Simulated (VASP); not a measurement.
An input for Ansatz (written as the equivalent of a VASP run, and not itself run):

Ansatz 0.2 input:
```yaml
crystal:
  lattice:
    - [4.5633565, 0.0000000, 0.0000000]
    - [0.0000000, 4.5633565, 0.0000000]
    - [0.0000000, 0.0000000, 2.9467281]
  atoms:
    - { symbol: Ti, position: [0.0000000, 0.0000000, 1.0000000] }
    - { symbol: Ti, position: [0.5000000, 0.5000000, 0.5000000] }
    - { symbol: O, position: [0.3039024, 0.3039024, 0.0000000] }
    - { symbol: O, position: [0.8039024, 0.1960976, 0.5000000] }
    - { symbol: O, position: [0.1960976, 0.8039024, 0.5000000] }
    - { symbol: O, position: [0.6960976, 0.6960976, 1.0000000] }
kpoints:
  mp_grid: { grid: [5, 5, 8] }
hamiltonian:
  xc: r2scan
  pseudopotentials: { kind: paw }
scf:
  occupations: { method: gaussian, width: 0.05 }
  max_iter: 100
relax:
  max_steps: 40
  f_tol: 0.02
  cell: { p_target: 5 }
output: { forces: true, stress: true, eigenvalues: true }
```

Translate this input to VASP (INCAR, KPOINTS, POSCAR, choice of POTCAR).

This is not unique; one that fits is 
### INCAR
```
LMAXMIX = 4
SIGMA = 0.05   ! width (eV)
LASPH = .True.   ! aspherical one-centre terms
LWAVE = .False.
EDIFF = 1E-6   ! SCF stop (eV)
ALGO = Normal   ! blocked Davidson
IBRION = 2   ! conjugate gradients
PREC = Accurate
ISIF = 3
ENCUT = 620
EDIFFG = -0.02   ! ionic stop
ISMEAR = 0   ! Gaussian
LCHARG = .False.
PSTRESS = 50
SYSTEM = TiO2
METAGGA = R2SCAN
NSW = 40
LMIXTAU = .True.
LREAL = .False.   ! projection in real space or not
NELM = 100   ! most electronic steps
```

POSCAR:
```
TiO2
1
    4.5633565388     0.0000000000     0.0000000000
    0.0000000000     4.5633565388     0.0000000000
    0.0000000000     0.0000000000     2.9467280836
Ti O
2 4
Direct
  0.0000000000   0.0000000000   1.0000000000
  0.5000000000   0.5000000000   0.5000000000
  0.3039024168   0.3039024168   0.0000000000
  0.8039024168   0.1960975832   0.5000000000
  0.1960975832   0.8039024168   0.5000000000
  0.6960975832   0.6960975832   1.0000000000
```

**KPOINTS**
```
Regular mesh
0
G
5 5 8
0 0 0
```

POTCAR, in this order: Ti_sv O (PBE.64 set). Program: vasp_std.

The two are equivalent in intent, not identical: each code has its own PAW files, so the cut-off isn't converted (ENCUT is set for VASP's; basis.ecutwfc is left out, and Ansatz then takes the one that its files recommend); Ansatz stops its SCF on the density residual and VASP on the energy change (EDIFF).

The compound is TiO2 in the rutile structure. It was relaxed first under an external pressure of 5 GPa.
